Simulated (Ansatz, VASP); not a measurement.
# NaSnI3 in two plane-wave programs, part 2 of 3

Aim: how closely do two programs agree when they are given the same cell, functional and k mesh? The cell is generated by rule, not measured, and may not be a known phase. Of the first pair: The cell is taken from a series of runs on this material, whose earlier steps may have relaxed, scaled, displaced or heated it; both programs get it as it stands.

VASP 6.6.1 and Ansatz 0.2.0.

So far: Starting point; Ansatz: relaxation of cell and atoms, LDA, pair 1.

## Step 3: VASP: relaxation of cell and atoms, LDA, pair 1

Level of this step: LDA; plane waves and PAW (Na_pv, Sn_d, I); invented cell (VASP).

The same cell, functional (in two slightly different forms), mesh and smearing now go to VASP, with its own data sets.

Lines of VASP's logs that name or quote its potential files are left out, and so is its time.

Contents of INCAR:

```
SYSTEM = NaSnI3
PREC = Accurate
ENCUT = 500
EDIFF = 1E-07
NELM = 120
ISMEAR = 1
SIGMA = 0.15
LREAL = .FALSE.
ALGO = Normal
GGA = PW92
NBANDS = 27
LORBIT = 11
LWAVE = .FALSE.
LCHARG = .FALSE.
ISIF = 3
IBRION = 2
NSW = 80
EDIFFG = -0.005
LASPH = .TRUE.
GGA_COMPAT = .FALSE.
NELMIN = 4
KPAR = 2
```

Contents of POSCAR:

```
NaSnI3
1.0
    6.0100030000      0.0000000000      0.0000000000
    0.0000000000      6.0100030000      0.0000000000
    0.0000000000      0.0000000000      6.0100030000
Na Sn I
1 1 3
Direct
    0.0000000000      0.0000000000      0.0000000000
    0.5000000000      0.5000000000      0.5000000000
    0.5000000000      0.5000000000      0.0000000000
    0.5000000000      0.0000000000      0.5000000000
    0.0000000000      0.5000000000      0.5000000000
```

Contents of KPOINTS:

```
Automatic mesh
0
Gamma
6 6 6
0 0 0
```

PAW data sets: Na_pv, Sn_d and I (LDA family, release 64).

The run is started by

```bash
$ mpirun -np 2 vasp_std
```

Numbers of over 12 decimals in the logs are rounded to 6 here.

Output:

```text
[banner, memory and clock lines left out]
running    2 mpi-ranks, on    1 nodes
 distrk:  each k-point on    1 cores,    2 groups
 distr:  one band on    1 cores,    1 groups

 POSCAR found type information on POSCAR NaSnI
 POSCAR found :  3 types and       5 ions
|                                                                             |
|               ----> ADVICE to this user running VASP <----                  |
|                                                                             |
|     You enforced a specific xc type in the INCAR file but a different       |
|     [... a line on the potential file left out ...]
|     I HOPE YOU KNOW WHAT YOU ARE DOING!                                     |
|                                                                             |

 LDA part: xc-table for (Slater(with rela. corr.)+PW92), standard interpolation
 POSCAR, INCAR and KPOINTS ok, starting setup
 FFT: planning ... GRIDC
 FFT: planning ... GRID_SOFT
 FFT: planning ... GRID
 WAVECAR not read
 entering main loop
       N       E                     dE             d eps       ncg     rms          rms(c)
DAV:   1     0.338276803127E+03    0.33828E+03   -0.18048E+04  1128   0.140E+03
DAV:   2     0.252036742100E+02   -0.31307E+03   -0.30473E+03  1246   0.322E+02
DAV:   3    -0.134227216355E+02   -0.38626E+02   -0.37966E+02  1271   0.126E+02
DAV:   4    -0.151584538024E+02   -0.17357E+01   -0.17302E+01  1332   0.283E+01
DAV:   5    -0.152127437437E+02   -0.54290E-01   -0.54270E-01  1574   0.506E+00    0.540E+00
DAV:   6    -0.149290096478E+02    0.28373E+00   -0.34244E-01  1274   0.319E+00    0.353E+00
DAV:   7    -0.148347194910E+02    0.94290E-01   -0.27375E-01  1299   0.223E+00    0.803E-01
DAV:   8    -0.148225883244E+02    0.12131E-01   -0.34143E-02  1300   0.129E+00    0.356E-01
DAV:   9    -0.148204364201E+02    0.21519E-02   -0.66687E-03  1242   0.527E-01    0.233E-01
DAV:  10    -0.148203790899E+02    0.57330E-04   -0.30323E-04  1295   0.134E-01    0.122E-01
DAV:  11    -0.148203398798E+02    0.39210E-04   -0.23995E-04  1414   0.124E-01    0.422E-02
DAV:  12    -0.148203359199E+02    0.39599E-05   -0.26486E-05  1315   0.315E-02    0.185E-02
DAV:  13    -0.148203358130E+02    0.10693E-06   -0.63846E-06  1402   0.209E-02    0.108E-02
DAV:  14    -0.148203357439E+02    0.69111E-07   -0.37647E-07  1159   0.384E-03
   1 F= -.14820336E+02 E0= -.14820639E+02  d E =-.148203E+02
 curvature:   0.00 expect dE= 0.000E+00 dE for cont linesearch  0.000E+00
 trial: gam= 0.00000 g(F)=  0.000E+00 g(S)=  0.186E-04 ort = 0.000E+00 (trialstep = 0.100E+01)
 search vector abs. value=  0.186E-04
 bond charge predicted
       N       E                     dE             d eps       ncg     rms          rms(c)
DAV:   1    -0.148205058234E+02   -0.17001E-03   -0.34964E-03  1506   0.615E-01    0.717E-02
DAV:   2    -0.148203776932E+02    0.12813E-03   -0.21392E-04  1452   0.147E-01    0.307E-02
DAV:   3    -0.148203466895E+02    0.31004E-04   -0.97327E-05  1514   0.866E-02    0.153E-02
DAV:   4    -0.148203459491E+02    0.74034E-06   -0.18606E-06  1187   0.107E-02    0.127E-02
DAV:   5    -0.148203449024E+02    0.10467E-05   -0.76121E-07  1356   0.604E-03    0.116E-03
DAV:   6    -0.148203449035E+02   -0.11119E-08   -0.56596E-08   680   0.235E-03
   2 F= -.14820345E+02 E0= -.14820647E+02  d E =-.915962E-05
 trial-energy change:   -0.000009  1 .order   -0.000009   -0.000019   -0.000000
 step:   1.0103(harm=  1.0103)  dis= 0.00000  next Energy=   -14.820345 (dE=-0.939E-05)
 reached required accuracy - stopping structural energy minimisation
```

Parts of OUTCAR (step 3):

```text
ion  position               nearest neighbor table
   1  0.000  0.000  0.000-
   2  0.500  0.500  0.500-   3 3.01   4 3.01   5 3.01   3 3.01   4 3.01   5 3.01
   3  0.500  0.500  0.000-   2 3.01   2 3.01
   4  0.500  0.000  0.500-   2 3.01   2 3.01
   5  0.000  0.500  0.500-   2 3.01   2 3.01

  LATTYP: Found a simple cubic cell.
 ALAT       =     6.0100030000

 Subroutine GETGRP returns: Found 48 space group operations
 (whereof 48 operations were pure point group operations)

The static configuration has the point symmetry O_h .

 Found     20 irreducible k-points:

   k-points           NKPTS =     20   k-points in BZ     NKDIM =     20   number of bands    NBANDS=     27

   dimension x,y,z NGX =    48 NGY =   48 NGZ =   48
   dimension x,y,z NGXF=    96 NGYF=   96 NGZF=   96

   ENCUT  =  500.0 eV  36.75 Ry    6.06 a.u.  10.96 10.96 10.96*2*pi/ulx,y,z

   NELECT =      42.0000    total number of electrons

 k-points in reciprocal lattice and weights: Automatic mesh
   0.00000000  0.00000000  0.00000000       0.005
   0.16666667  0.00000000  0.00000000       0.028
   0.33333333  0.00000000  0.00000000       0.028
   0.50000000  0.00000000  0.00000000       0.014
   0.16666667  0.16666667  0.00000000       0.056
   0.33333333  0.16666667  0.00000000       0.111
   0.50000000  0.16666667  0.00000000       0.056
   0.33333333  0.33333333  0.00000000       0.056
   0.50000000  0.33333333  0.00000000       0.056
[...]
0.50000000  0.50000000  0.33333333       0.028
   0.50000000  0.50000000  0.50000000       0.005

 average (electrostatic) potential at core
       1 -47.7221       2-104.3431       3 -93.9516       4 -93.9516       5 -93.9516

 E-fermi :   3.2324

 k-point     1 :       0.0000    0.0000    0.0000
  band No.  band energies     occupation
    ...
     17       0.4715      2.00000
     18       0.4715      2.00000
     19       0.5653      2.00000
     20       0.5653      2.00000
     21       0.5653      2.00000
     22       3.4527     -0.05807
     23       6.7088      0.00000
     24       6.7088      0.00000
     25       6.7088      0.00000
     26       6.7345      0.00000
    ...

 k-point     2 :       0.1667    0.0000    0.0000
  band No.  band energies     occupation
    ...
     17       0.3957      2.00000
     18       0.4242      2.00000
     19       0.5370      2.00000
     20       0.5399      2.00000
     21       0.5399      2.00000
     22       3.7300     -0.00003
     23       6.5744      0.00000
     24       6.7827      0.00000
     25       6.8469      0.00000
     26       6.8469      0.00000
    ...

 k-point     3 :       0.3333    0.0000    0.0000
  band No.  band energies     occupation
    ...
     17       0.1949      2.00000
     18       0.3343      2.00000
     19       0.5400      2.00000
     20       0.5400      2.00000
     21       0.8434      2.00000
     22       4.3122     -0.00000
     23       5.1720     -0.00000
     24       6.2024     -0.00000
     25       6.9664      0.00000
     26       7.0836      0.00000
    ...

  Total        0.0002578      0.0002578      0.0002578      0.0000000      0.0000000      0.0000000
  in kB        0.0019012      0.0019012      0.0019012      0.0000000      0.0000000      0.0000000
  external PRESSURE =       0.0019012 kB  Pullay stress =       0.0000000 kB

  energy-cutoff  :      500.00
  volume of cell :      217.24
      direct lattice vectors                 reciprocal lattice vectors
     6.011472799  0.000000000 -0.000000000     0.166348586 -0.000000000 -0.000000000
     0.000000000  6.011472799  0.000000000    -0.000000000  0.166348586 -0.000000000
     0.000000000  0.000000000  6.011472799     0.000000000 -0.000000000  0.166348586

 POSITION                                       TOTAL-FORCE (eV/Angst)
 -----------------------------------------------------------------------------------
      0.00000      0.00000      0.00000         0.000000     -0.000000      0.000000
      3.00574      3.00574      3.00574        -0.000000      0.000000      0.000000
      3.00574      3.00574     -0.00000         0.000000      0.000000      0.000000
      3.00574      0.00000      3.00574         0.000000     -0.000000      0.000000
      0.00000      3.00574      3.00574        -0.000000     -0.000000      0.000000
 -----------------------------------------------------------------------------------
    total drift:                                0.000000     -0.000000     -0.000000

  FREE ENERGIE OF THE ION-ELECTRON SYSTEM (eV)
  ---------------------------------------------------
  free  energy   TOTEN  =       -14.8203449035 eV

  energy  without entropy=      -14.8212522439  energy(sigma->0) =      -14.82064735

 reached required accuracy - stopping structural energy minimisation

 total charge
# of ion       s       p       d       tot
------------------------------------------
    1        0.011   5.949   0.000   5.960
    2        1.405   0.734  10.008  12.147
    3        1.517   2.780   0.016   4.314
    4        1.517   2.780   0.016   4.314
    5        1.517   2.780   0.016   4.314
--------------------------------------------------
tot          5.968  15.022  10.057  31.047

[... 3 further parts left out ...]
```

CONTCAR:

```
NaSnI3
   1.00000000000000
     6.0114727985966177    0.0000000000000000   -0.0000000000000000
     0.0000000000000000    6.0114727985966177    0.0000000000000000
     0.0000000000000000    0.0000000000000000    6.0114727985966177
  Na              Sn              I
     1     1     3
Direct
     0.0000000000000000    0.0000000000000000    0.0000000000000000
     0.5000000000000000    0.5000000000000000    0.5000000000000000
     0.5000000000000000    0.5000000000000000    0.0000000000000000
     0.5000000000000000    0.0000000000000000    0.5000000000000000
     0.0000000000000000    0.5000000000000000    0.5000000000000000
```

The k-mesh is coarse for a metal. The run keeps the 48 symmetry operations of its start, so it cannot find a distortion of lower symmetry.

## Step 4: Differences

Known differences besides the potentials themselves: the data sets hold 74 valence electrons in Ansatz (on its default PAW (the set named soft_2) files) and 42 in VASP; the cutoff is 420 eV in Ansatz and 500 eV in VASP; VASP's log shows a relativistic correction to its local exchange, Ansatz's none; Ansatz adds a Pulay correction to the stress that steers its cell, VASP none. Total energies have different zeros and are not compared.

Compared:

| quantity | Ansatz | VASP | difference |
| --- | --- | --- | --- |
| volume (Å³) | 217.08 | 217.24 | -0.07 % |
| edge a after relaxation, in the typed setting (Å) | 6.010 | 6.011 | -0.02 % |

## Step 5: VASP: relaxation of cell and atoms, LDA, pair 2

The relaxed volume is the usual yardstick between codes: in a stiff, nearly cubic crystal its relative difference is about their pressure difference at one cell divided by the bulk modulus. Its start cell is another than that of the pair before, and may be another structure of the material.

INCAR: that of step 3 with these lines changed.

```diff
@@ -5,4 +5,4 @@
 NELM = 120
-ISMEAR = 1
-SIGMA = 0.15
+ISMEAR = 0
+SIGMA = 0.02
 LREAL = .FALSE.
```

POSCAR: that of step 3 with these lines changed.

```diff
@@ -2,5 +2,5 @@
 1.0
-    6.0100030000      0.0000000000      0.0000000000
-    0.0000000000      6.0100030000      0.0000000000
-    0.0000000000      0.0000000000      6.0100030000
+    6.0315157636      0.0000000000      0.0000000000
+    0.0000000000      6.0315157636      0.0000000000
+    0.0000000000      0.0000000000      6.0315157636
 Na Sn I
```

Contents of KPOINTS:

```
Automatic mesh
0
Gamma
4 4 4
0 0 0
```

The run is started by

```bash
$ mpirun -np 2 vasp_std
```

Output:

```text
[banner, memory and clock lines left out]
running    2 mpi-ranks, on    1 nodes
[...]
[... a notice as in an earlier step ...]

 LDA part: xc-table for (Slater(with rela. corr.)+PW92), standard interpolation
 POSCAR, INCAR and KPOINTS ok, starting setup
[...]
entering main loop
       N       E                     dE             d eps       ncg     rms          rms(c)
DAV:   1     0.337967349583E+03    0.33797E+03   -0.18122E+04   556   0.140E+03
DAV:   2     0.241245703464E+02   -0.31384E+03   -0.30575E+03   642   0.322E+02
DAV:   3    -0.133823001200E+02   -0.37507E+02   -0.37125E+02   637   0.125E+02
DAV:   4    -0.150825865881E+02   -0.17003E+01   -0.16963E+01   666   0.284E+01
[...]
DAV:  12    -0.147282825675E+02    0.28938E-06   -0.74110E-06   759   0.154E-02    0.895E-03
DAV:  13    -0.147282827315E+02   -0.16395E-06   -0.12523E-06   719   0.760E-03    0.456E-03
DAV:  14    -0.147282827047E+02    0.26838E-07   -0.16631E-07   425   0.292E-03
   1 F= -.14728283E+02 E0= -.14728042E+02  d E =-.147283E+02
[...]
N       E                     dE             d eps       ncg     rms          rms(c)
DAV:   1    -0.147285140633E+02   -0.23133E-03   -0.46697E-03   737   0.709E-01    0.821E-02
DAV:   2    -0.147283435231E+02    0.17054E-03   -0.28323E-04   734   0.168E-01    0.349E-02
DAV:   3    -0.147283020132E+02    0.41510E-04   -0.12798E-04   745   0.993E-02    0.179E-02
DAV:   4    -0.147283010242E+02    0.98903E-06   -0.23947E-06   573   0.122E-02    0.147E-02
DAV:   5    -0.147282996206E+02    0.14036E-05   -0.10320E-06   671   0.693E-03    0.125E-03
DAV:   6    -0.147282996245E+02   -0.38376E-08   -0.65829E-08   312   0.247E-03
   2 F= -.14728300E+02 E0= -.14728059E+02  d E =-.169198E-04
 trial-energy change:   -0.000017  1 .order   -0.000015   -0.000025   -0.000006
 step:   1.2069(harm=  1.3195)  dis= 0.00000  next Energy=   -14.728300 (dE=-0.176E-04)
 reached required accuracy - stopping structural energy minimisation
```

Parts of OUTCAR (step 5):

```text
  Total       -0.0071096     -0.0071096     -0.0071096      0.0000000      0.0000000     -0.0000000
  in kB       -0.0519569     -0.0519569     -0.0519569      0.0000000      0.0000000     -0.0000000
  external PRESSURE =      -0.0519569 kB  Pullay stress =       0.0000000 kB

 POSITION                                       TOTAL-FORCE (eV/Angst)
 -----------------------------------------------------------------------------------
      0.00000      0.00000      0.00000        -0.000000      0.000000      0.000000
      3.01490      3.01490      3.01490         0.000000     -0.000000      0.000000
      3.01490      3.01490     -0.00000        -0.000000      0.000000      0.000000
      3.01490     -0.00000      3.01490        -0.000000      0.000000      0.000000
     -0.00000      3.01490      3.01490        -0.000000      0.000000      0.000000
 -----------------------------------------------------------------------------------
    total drift:                                0.000000     -0.000000     -0.000000

  FREE ENERGIE OF THE ION-ELECTRON SYSTEM (eV)
  ---------------------------------------------------
  free  energy   TOTEN  =       -14.7282996245 eV

  energy  without entropy=      -14.7278175547  energy(sigma->0) =      -14.72805859

[... 1 part as in an earlier step ...]

[... 3 further parts left out ...]
[key lines of the parts left out:]
E-fermi :   3.1363
```

## Step 6: Ansatz: relaxation of cell and atoms, LDA, pair 2

Its own start cell and the same functional (in two slightly different forms), mesh and smearing now go to Ansatz, which takes its cutoff from its data sets.

The two relaxations start from unlike cells of this crystal, so only their ends are compared.

Contents of input.yaml:

```yaml
crystal:
  lattice:
    - [6.468, 0.0, 0.0]
    - [0.0, 6.468, 0.0]
    - [0.0, 0.0, 6.468]
  atoms:
    - { symbol: Na, position: [0.0, 0.0, 0.0] }
    - { symbol: Sn, position: [0.5, 0.5, 0.5] }
    - { symbol: I, position: [0.5, 0.5, 0.0] }
    - { symbol: I, position: [0.5, 0.0, 0.5] }
    - { symbol: I, position: [0.0, 0.5, 0.5] }
kpoints:
  mp_grid: { grid: [4, 4, 4] }
hamiltonian:
  xc: lda
scf:
  occupations: { method: gaussian, width: 0.02 }
output:
  forces: true
  stress: true
  eigenvalues: true
  write_density: true
  write_potential: true
  elf: true
  volumetric_format: npy
relax:
  adjacent_minimum: "off"
  f_tol: 0.005
  max_steps: 80
  cell: { stress_tol: 0.05 }
```

The run is started by

```bash
$ ansatz run input.yaml --threads 8 --pin off --max-ram 14336MiB --backend cpu --events-out ev --progress --plain --runs-dir out
```

Output:

```text
[...]
Crystal: 5 atoms, lattice volume = 270.589 Å³
Basis set: ecut = 420 eV, 5257 PW (Γ)
Bands: 45, of which v1, the nominal top of the filled ones, is band 37 counted from 1 (36 counted from 0)
Symmetry: 48 space group operations
[...]
k-points: 10 of 64
[...]
--- Relaxed structure (5 steps of the walk, 5 accepted, 1 SCFs on fresh bases) ---
[...]
cell:  # Å, volume = 219.1173 Å³
    - [6.028726, 0, 0]
    - [0, 6.028726, 0]
    - [0, 0.0, 6.028726]
  atoms:
    - { symbol: Na, position: [0, 0, 0] }
    - { symbol: Sn, position: [0.5, 0.5, 0.5] }
    - { symbol: I, position: [0.5, 0.5, 0] }
    - { symbol: I, position: [0.5, 0, 0.5] }
    - { symbol: I, position: [0, 0.5, 0.5] }
[key lines of the parts left out:]
SCF converged after 6 iterations
Free energy (F): -29416.462459 eV
Fermi energy:    4.996720 eV
P = ⅓ Tr σ = -0.0138 GPa (-0.138 kbar)
```

## Step 7: Comparison

What differs besides the data sets and the points named for the pairs above, as far as they apply: the data sets hold 74 valence electrons in Ansatz (on its default PAW (the set named soft_2) files) and 42 in VASP. Total energies have different zeros and are not compared.

The two programs side by side:

| quantity | Ansatz | VASP | difference |
| --- | --- | --- | --- |
| volume (Å³) | 219.12 | 219.24 | -0.05 % |
| edge a after relaxation, in the typed setting (Å) | 6.029 | 6.030 | -0.02 % |

(Part 2 of 3 ends here.)

[Lines on the potential files, build, host, timing and source positions are cut from VASP's logs without a mark.]

[Logs are printed without paths, hosts, clocks, repeated set-up lines and the standing remarks that a program may print on its own settings, such as how far it seeks lower states.]

[Hosts, paths, dates, database ids (printed as entryN), source tags and the programs' standing remarks are cut or masked in the printed files.]
